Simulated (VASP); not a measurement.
**Si2Mo: structure and properties in VASP**

What structure and properties does r2SCAN + rVV10 give Si2Mo, and how near are they to the measured ones? The steps: full relaxation (r2SCAN + rVV10), single point with fields (r2SCAN + rVV10), bands along the symmetry lines (r2SCAN + rVV10), total and projected DOS (r2SCAN + rVV10), bands along the symmetry lines (r2SCAN + rVV10 + SOC), field gradients at the nuclei (r2SCAN + rVV10) and independent-particle dielectric function (r2SCAN + rVV10). The start is a cell from a database of measured crystal structures.

Calculated with VASP 6.6.1; r2SCAN with rVV10; plane waves and PAW (Si, Mo_sv), in the first sound run; inputs show where later runs differ.

Experimental background.

For MoSi2, tetragonal MoSi2-type (Czochralski-grown material), “Giant magnetoresistance, Fermi surface topology, Shoenberg effect and vanishing quantum oscillations in type-II Dirac semimetal candidates MoSi2 and WSi2” (2022, arxiv:2202.05362) gives, by powder X-ray diffraction: lattice constant a 3.20519 Å; lattice constant c 7.84461 Å.

The database entry behind the starting cell is an old determination (1927), so it need not match the best structure at ambient conditions.

### Step 1. The starting structure

Before any relaxation, the start is as follows. Symmetry: I4/mmm, No. 139, tetragonal system. Conventional cell: a = 3.200 Å, b = 3.200 Å, c = 7.861 Å, α = 90.00°, β = 90.00°, γ = 90.00°. Nearest to Si lie 5 Si at 2.61 to 2.63 Å and 5 Mo at 2.62 Å. Nearest to Mo lie 10 Si at 2.62 Å. Farther neighbours are not listed.

Structure file:

```xyz
3
Lattice="-3.2000 0.0000 0.0000 0.0000 3.2000 0.0000 1.6000 -1.6000 -3.9305" Properties=species:S:1:pos:R:3 pbc="T T T"
Si   -1.6000    1.6000   -1.3128
Si    0.0000    0.0000   -2.6177
Mo    0.0000    0.0000    0.0000
```

### Step 2. Full relaxation (r2SCAN + rVV10)

Properties are meant for the cell that this level of theory prefers, so cell and atoms are relaxed first (ISIF = 3) until forces and stress are small; EDIFFG sets the threshold. r2SCAN adds the kinetic-energy density, costs more than a GGA and is run with LASPH. LUSE_VDW switches on a nonlocal correlation term for dispersion.

INCAR reads:

```
SYSTEM = Si2Mo
PREC = Accurate
ENCUT = 400
EDIFF = 1E-06
NELM = 100
ISMEAR = 0
SIGMA = 0.05
LREAL = .FALSE.
ALGO = Normal
METAGGA = R2SCAN
LUSE_VDW = .TRUE.
IVDW_NL = 2
BPARAM = 11.95
CPARAM = 0.0093
LASPH = .TRUE.
NBANDS = 17
LORBIT = 11
LWAVE = .FALSE.
LCHARG = .FALSE.
KPAR = 2
IBRION = 2
NSW = 60
ISIF = 3
EDIFFG = -0.01
```

POSCAR reads:

```
Si2Mo
1.0
   -3.2000000000      0.0000000000      0.0000000000
    0.0000000000      3.2000000000      0.0000000000
    1.6000000000     -1.6000000000     -3.9305000000
Si Mo
2 1
Direct
    0.6670000000      0.6670000000      0.3340000000
    0.3330000000      0.3330000000      0.6660000000
    0.0000000000      0.0000000000      0.0000000000
```

KPOINTS reads:

```
Automatic mesh
0
Gamma
8 8 8
0 0 0
```

PAW data sets: Si and Mo_sv (PBE family, release 64).

Started as:

```bash
> mpirun -np 2 vasp_std
```

The program printed:

```text
[banner, memory and clock lines left out]
running    2 mpi-ranks, on    1 nodes
 distrk:  each k-point on    1 cores,    2 groups
 distr:  one band on    1 cores,    1 groups

 POSCAR found type information on POSCAR SiMo
 POSCAR found :  2 types and       3 ions
|                                                                             |
|               ----> ADVICE to this user running VASP <----                  |
|                                                                             |
|     You have switched on vdW-DFT.                                           |
|     This routine was written and supplied by Jiri Klimes. We recommend      |
|     that you carefully read and cite the following publications:            |
|       J. Klimes, D.R. Bowler, A. Michelides                                 |
|          J. Phys.: Cond Matt. 22 022201 (2010)                              |
|       J. Klimes, D.R. Bowler, A. Michelides                                 |
|          Phys. Rev. B. 83, 195131 (2011)                                    |
|     and references therein.                                                 |
|                                                                             |

|                                                                             |
|               ----> ADVICE to this user running VASP <----                  |
|                                                                             |
|     You enforced a specific xc type in the INCAR file but a different       |
|     [... a line on the potential file left out ...]
|     I HOPE YOU KNOW WHAT YOU ARE DOING!                                     |
|                                                                             |

 LDA part: xc-table for (None), standard interpolation
 POSCAR, INCAR and KPOINTS ok, starting setup
 FFT: planning ... GRIDC
 FFT: planning ... GRID_SOFT
 FFT: planning ... GRID
 WAVECAR not read
 entering main loop
       N       E                     dE             d eps       ncg     rms          rms(c)
Total rVV10 correction in eV:      0.3130647    24.7394631
Total rVV10 correction in eV:      0.3130647    24.7394631
DAV:   1     0.718276295999E+02    0.71828E+02   -0.10121E+04  2038   0.104E+03
DAV:   2    -0.497819604351E+02   -0.12161E+03   -0.11927E+03  2543   0.281E+02
DAV:   3    -0.519000870204E+02   -0.21181E+01   -0.21070E+01  2465   0.343E+01
DAV:   4    -0.519101620050E+02   -0.10075E-01   -0.10067E-01  2556   0.270E+00
DAV:   5    -0.519102221212E+02   -0.60116E-04   -0.60114E-04  2560   0.199E-01    0.246E+01
Total rVV10 correction in eV:      0.2964867    24.7394631
Total rVV10 correction in eV:      0.2964867    24.7394631
DAV:   6    -0.447364367155E+02    0.71738E+01   -0.58411E+00  2115   0.217E+01    0.491E+00
Total rVV10 correction in eV:      0.2947626    24.7394631
Total rVV10 correction in eV:      0.2947626    24.7394631
DAV:   7    -0.447148016030E+02    0.21635E-01   -0.30923E-01  2157   0.376E+00    0.374E+00
Total rVV10 correction in eV:      0.2906464    24.7394631
Total rVV10 correction in eV:      0.2906464    24.7394631
DAV:   8    -0.447198629639E+02   -0.50614E-02   -0.45208E-02  2285   0.183E+00    0.719E-01
Total rVV10 correction in eV:      0.2899040    24.7394631
Total rVV10 correction in eV:      0.2899040    24.7394631
DAV:   9    -0.447212910278E+02   -0.14281E-02   -0.44638E-03  2309   0.535E-01    0.286E-01
Total rVV10 correction in eV:      0.2901257    24.7394631
Total rVV10 correction in eV:      0.2901257    24.7394631
DAV:  10    -0.447215002330E+02   -0.20921E-03   -0.45977E-04  2320   0.165E-01    0.562E-02
Total rVV10 correction in eV:      0.2900944    24.7394631
Total rVV10 correction in eV:      0.2900944    24.7394631
DAV:  11    -0.447216028410E+02   -0.10261E-03   -0.17904E-04  2239   0.111E-01    0.595E-02
Total rVV10 correction in eV:      0.2901460    24.7394631
Total rVV10 correction in eV:      0.2901460    24.7394631
DAV:  12    -0.447216094471E+02   -0.66061E-05   -0.99008E-06  2411   0.238E-02    0.195E-02
Total rVV10 correction in eV:      0.2901778    24.7394631
Total rVV10 correction in eV:      0.2901778    24.7394631
DAV:  13    -0.447216122825E+02   -0.28355E-05   -0.42605E-06  2077   0.137E-02    0.420E-03
Total rVV10 correction in eV:      0.2901824    24.7394631
Total rVV10 correction in eV:      0.2901824    24.7394631
DAV:  14    -0.447216123893E+02   -0.10677E-06   -0.33270E-07  1183   0.406E-03
Total rVV10 correction in eV:      0.2901786    24.7394631
Total rVV10 correction in eV:      0.2901786    24.7394631
Total rVV10 correction in eV:      0.2901805    24.7394631
Total rVV10 correction in eV:      0.2901805    24.7394631
   1 F= -.44721612E+02 E0= -.44721437E+02  d E =-.447216E+02
 curvature:   0.00 expect dE= 0.000E+00 dE for cont linesearch  0.000E+00
 trial: gam= 0.00000 g(F)=  0.140E-01 g(S)=  0.200E-01 ort = 0.000E+00 (trialstep = 0.100E+01)
 search vector abs. value=  0.340E-01
 bond charge predicted
       N       E                     dE             d eps       ncg     rms          rms(c)
Total rVV10 correction in eV:      0.2894388    24.7394631
Total rVV10 correction in eV:      0.2894388    24.7394631
DAV:   1    -0.448919231293E+02   -0.17031E+00   -0.44129E+00  2113   0.214E+01    0.534E+00
Total rVV10 correction in eV:      0.2847774    24.7394630
Total rVV10 correction in eV:      0.2847774    24.7394630
DAV:   2    -0.447371172438E+02    0.15481E+00   -0.10420E+00  2112   0.789E+00    0.101E+00
Total rVV10 correction in eV:      0.2852901    24.7394630
Total rVV10 correction in eV:      0.2852901    24.7394630
DAV:   3    -0.447209716024E+02    0.16146E-01   -0.53100E-02  2127   0.139E+00    0.459E-01
Total rVV10 correction in eV:      0.2850640    24.7394630
Total rVV10 correction in eV:      0.2850640    24.7394630
DAV:   4    -0.447194217204E+02    0.15499E-02   -0.72403E-03  2230   0.769E-01    0.251E-01
Total rVV10 correction in eV:      0.2850433    24.7394630
Total rVV10 correction in eV:      0.2850433    24.7394630
DAV:   5    -0.447195537767E+02   -0.13206E-03   -0.48355E-04  2446   0.201E-01    0.147E-01
Total rVV10 correction in eV:      0.2851026    24.7394630
Total rVV10 correction in eV:      0.2851026    24.7394630
DAV:   6    -0.447195955618E+02   -0.41785E-04   -0.74577E-05  2310   0.552E-02    0.168E-02
Total rVV10 correction in eV:      0.2850945    24.7394630
Total rVV10 correction in eV:      0.2850945    24.7394630
DAV:   7    -0.447195951668E+02    0.39492E-06   -0.51627E-06  2103   0.173E-02
Total rVV10 correction in eV:      0.2850948    24.7394630
Total rVV10 correction in eV:      0.2850948    24.7394630
Total rVV10 correction in eV:      0.2850940    24.7394630
Total rVV10 correction in eV:      0.2850940    24.7394630
   2 F= -.44719595E+02 E0= -.44719420E+02  d E =0.201722E-02
[...]
3 F= -.44729773E+02 E0= -.44729597E+02  d E =-.816031E-02
[...]
4 F= -.44731780E+02 E0= -.44731605E+02  d E =-.200758E-02
[...]
5 F= -.44731886E+02 E0= -.44731711E+02  d E =-.211355E-02
 curvature:  -0.42 expect dE=-0.821E-04 dE for cont linesearch -0.356E-08
 trial: gam= 0.02910 g(F)=  0.112E-04 g(S)=  0.182E-03 ort =-0.751E-05 (trialstep = 0.863E+00)
 search vector abs. value=  0.199E-03
 bond charge predicted
       N       E                     dE             d eps       ncg     rms          rms(c)
Total rVV10 correction in eV:      0.2888530    24.7394631
Total rVV10 correction in eV:      0.2888530    24.7394631
DAV:   1    -0.447322770062E+02   -0.39138E-03   -0.15644E-02  2163   0.110E+00    0.122E-01
Total rVV10 correction in eV:      0.2887778    24.7394631
Total rVV10 correction in eV:      0.2887778    24.7394631
DAV:   2    -0.447319933523E+02    0.28365E-03   -0.50294E-04  2272   0.178E-01    0.505E-02
Total rVV10 correction in eV:      0.2887523    24.7394631
Total rVV10 correction in eV:      0.2887523    24.7394631
DAV:   3    -0.447319360937E+02    0.57259E-04   -0.17120E-04  2506   0.978E-02    0.143E-02
Total rVV10 correction in eV:      0.2887415    24.7394631
Total rVV10 correction in eV:      0.2887415    24.7394631
DAV:   4    -0.447319368573E+02   -0.76361E-06   -0.10984E-05  2135   0.266E-02    0.990E-03
Total rVV10 correction in eV:      0.2887420    24.7394631
Total rVV10 correction in eV:      0.2887420    24.7394631
DAV:   5    -0.447319372855E+02   -0.42822E-06   -0.70572E-07  1158   0.669E-03
Total rVV10 correction in eV:      0.2887410    24.7394631
Total rVV10 correction in eV:      0.2887410    24.7394631
Total rVV10 correction in eV:      0.2887413    24.7394631
Total rVV10 correction in eV:      0.2887413    24.7394631
   6 F= -.44731937E+02 E0= -.44731762E+02  d E =-.510381E-04
 trial-energy change:   -0.000051  1 .order   -0.000053   -0.000167    0.000060
 step:   0.6338(harm=  0.6338)  dis= 0.00054  next Energy=   -44.731947 (dE=-0.612E-04)
 reached required accuracy - stopping structural energy minimisation
```

It took 5.5 min on 2 MPI ranks of Intel Xeon Platinum 8175M at 2.50GHz (Skylake/Cascade Lake), shared host; peak memory 0.47 GiB; 10 min of CPU time.

Lines that name or quote the potential files are left out of all logs, and their timing lines are given in words.

Parts of OUTCAR (step 2):

```text
ion  position               nearest neighbor table
   1  0.667  0.667  0.334-   2 2.61   2 2.61   2 2.61   2 2.61   3 2.62   3 2.62   3 2.62   3 2.62
                             3 2.62   2 2.63
   2  0.333  0.333  0.666-   1 2.61   1 2.61   1 2.61   1 2.61   3 2.62   3 2.62   3 2.62   3 2.62
                             3 2.62   1 2.63
   3  0.000  0.000  0.000-   1 2.62   1 2.62   1 2.62   1 2.62   2 2.62   2 2.62   2 2.62   2 2.62
                             1 2.62   2 2.62

  LATTYP: Found a body centered tetragonal cell.
 ALAT       =     3.2000000000
 C/A-ratio  =     2.4565625000

 Subroutine GETGRP returns: Found 16 space group operations
 (whereof 16 operations were pure point group operations)

The static configuration has the point symmetry D_4h.

 Found     59 irreducible k-points:

   k-points           NKPTS =     59   k-points in BZ     NKDIM =     59   number of bands    NBANDS=     17

   dimension x,y,z NGX =    24 NGY =   24 NGZ =   30
   dimension x,y,z NGXF=    48 NGYF=   48 NGZF=   60

   ENCUT  =  400.0 eV  29.40 Ry    5.42 a.u.   5.22  5.22  7.40*2*pi/ulx,y,z

   NELECT =      22.0000    total number of electrons

 k-points in reciprocal lattice and weights: Automatic mesh
   0.00000000  0.00000000  0.00000000       0.002
   0.12500000  0.00000000  0.00000000       0.016
   0.25000000  0.00000000  0.00000000       0.016
   0.37500000  0.00000000  0.00000000       0.016
   0.50000000  0.00000000  0.00000000       0.008
   0.12500000  0.12500000  0.00000000       0.016
   0.25000000  0.12500000  0.00000000       0.031
   0.37500000  0.12500000  0.00000000       0.031
   0.50000000  0.12500000  0.00000000       0.031
[...]
0.12500000  0.12500000  0.37500000       0.008
   0.00000000  0.00000000  0.50000000       0.002

 average (electrostatic) potential at core
       1 -80.3321       2 -80.3321       3 -74.1408

 E-fermi :  12.3500

 k-point     1 :       0.0000    0.0000    0.0000
  band No.  band energies     occupation
    ...
      6       5.5406      2.00000
      7       8.8789      2.00000
      8       9.2077      2.00000
      9       9.5319      2.00000
     10       9.5319      2.00000
     11      12.7095      0.00000
     12      15.7318      0.00000
     13      15.8491      0.00000
     14      16.0321      0.00000
     15      16.0321      0.00000
    ...

 k-point     2 :       0.1250    0.0000    0.0000
  band No.  band energies     occupation
    ...
      7       7.9489      2.00000
      8       9.1947      2.00000
      9       9.7299      2.00000
     10       9.9681      2.00000
     11      11.9334      2.00000
     12      14.8465      0.00000
     13      15.1598      0.00000
     14      16.3885      0.00000
     15      16.7439      0.00000
     16      17.3711      0.00000
    ...

 k-point     3 :       0.2500    0.0000    0.0000
  band No.  band energies     occupation
    ...
      7       7.0040      2.00000
      8       8.7835      2.00000
      9      10.1063      2.00000
     10      10.1610      2.00000
     11      10.9442      2.00000
     12      14.0537      0.00000
     13      14.8401      0.00000
     14      16.7694      0.00000
     15      17.0955      0.00000
     16      18.1877      0.00000
    ...

  Total        0.0190512      0.0190512     -0.0280481      0.0000000     -0.0000000     -0.0000000
  in kB        0.7643475      0.7643475     -1.1253074      0.0000000     -0.0000000     -0.0000000
  external PRESSURE =       0.1344625 kB  Pullay stress =       0.0000000 kB

  energy-cutoff  :      400.00
  volume of cell :       39.93
      direct lattice vectors                 reciprocal lattice vectors
    -3.197135484  0.000000000  0.000000000    -0.312779989 -0.000000000 -0.127982041
    -0.000000000  3.197135484 -0.000000000    -0.000000000  0.312779989 -0.127982041
     1.598567742 -1.598567742 -3.906798138    -0.000000000 -0.000000000 -0.255964082

 POSITION                                       TOTAL-FORCE (eV/Angst)
 -----------------------------------------------------------------------------------
     -1.59857      1.59857     -1.28713         0.000000     -0.000000     -0.003341
      0.00000      0.00000     -2.61967        -0.000000      0.000000      0.003341
     -0.00000      0.00000     -0.00000         0.000000     -0.000000      0.000000
 -----------------------------------------------------------------------------------
    total drift:                               -0.000000      0.000000      0.000000

  FREE ENERGIE OF THE ION-ELECTRON SYSTEM (eV)
  ---------------------------------------------------
  free  energy   TOTEN  =       -44.7319372855 eV

  energy  without entropy=      -44.7315861887  energy(sigma->0) =      -44.73176174

 reached required accuracy - stopping structural energy minimisation

 total charge
# of ion       s       p       d       tot
------------------------------------------
    1        0.730   0.895   0.000   1.625
    2        0.730   0.895   0.000   1.625
    3        2.284   6.219   4.169  12.671
--------------------------------------------------
tot          3.744   8.008   4.169  15.921

[... 3 further parts left out ...]
```

CONTCAR:

```
Si2Mo
   1.00000000000000
    -3.1971354835982329    0.0000000000000000    0.0000000000000000
    -0.0000000000000000    3.1971354835982329   -0.0000000000000000
     1.5985677417991164   -1.5985677417991164   -3.9067981379731145
  Si              Mo
     2     1
Direct
     0.6647297925938495    0.6647297925938495    0.3294595851876991
     0.3352702074061504    0.3352702074061504    0.6705404148123008
     0.0000000000000000    0.0000000000000000    0.0000000000000000
```

The PAW data sets were made with PBE, which is usual practice but a small mismatch for other functionals. The run keeps the 16 symmetry operations of its start, so it cannot find a distortion of lower symmetry.

Step by step:

| step | energy less that of the first step (eV) | largest force (eV/Å) | pressure (GPa) | volume (Å³) |
| --- | --- | --- | --- | --- |
| 1 | 0.0000 | 0.3805 | -2.18 | 40.25 |
| 2 | 0.0020 | 0.0747 | 4.67 | 39.19 |
| 3 | -0.0082 | 0.1783 | 0.95 | 39.74 |
| 4 | -0.0102 | 0.0267 | -0.27 | 40.00 |
| 5 | -0.0103 | 0.0108 | -0.06 | 39.95 |
| 6 | -0.0103 | 0.0033 | 0.01 | 39.93 |

| conventional cell, symmetrised | before | after | change |
| --- | --- | --- | --- |
| a (Å) | 3.200 | 3.197 | -0.1 % |
| b (Å) | 3.200 | 3.197 | -0.1 % |
| c (Å) | 7.861 | 7.814 | -0.6 % |
| volume (Å³/atom) | 13.42 | 13.31 | -0.8 % |

The atoms that moved most (Å, as changes of fractional coordinates times the final cell):

| atom | dx | dy | dz | length |
| --- | --- | --- | --- | --- |
| Si2 | 0.000 | 0.000 | -0.018 | 0.018 |
| Si1 | 0.000 | 0.000 | 0.018 | 0.018 |

Final coordinates:

```xyz
3
Lattice="-3.1971 0.0000 0.0000 0.0000 3.1971 0.0000 1.5986 -1.5986 -3.9068" Properties=species:S:1:pos:R:3 pbc="T T T"
Si   -1.5986    1.5986   -1.2871
Si    0.0000    0.0000   -2.6197
Mo    0.0000    0.0000    0.0000
```

Numbers from this step:

```
electrons                       : 22
bands                           : 17
irreducible k points            : 59
symmetry operations             : 16
free energy (TOTEN)             : -44.73 eV
energy at zero smearing         : -44.73 eV
Fermi energy                    : 12.35 eV
pressure                        : 0.01345 GPa
metallic                        : yes
SCF cycles over all ionic steps : 46
```

It ends with a largest force of 0.003 eV/Å and a pressure of 0.01 GPa. The volume lies -0.8 % from that of the database's start, which holds the thermal and zero-point expansion of its experiment.

(Continued in part 2 of 5.)

[Lines on the potential files, build, host, timing and source positions are cut from VASP's logs without a mark.]

[Logs are printed without paths, hosts, clocks, repeated set-up lines and the standing remarks that a program may print on its own settings, such as how far it seeks lower states.]

[Hosts, paths, dates, database ids (printed as entryN), source tags and the programs' standing remarks are cut or masked in the printed files.]

[A measured line is paired with the nearest computed mode of its activity, which favours agreement.]
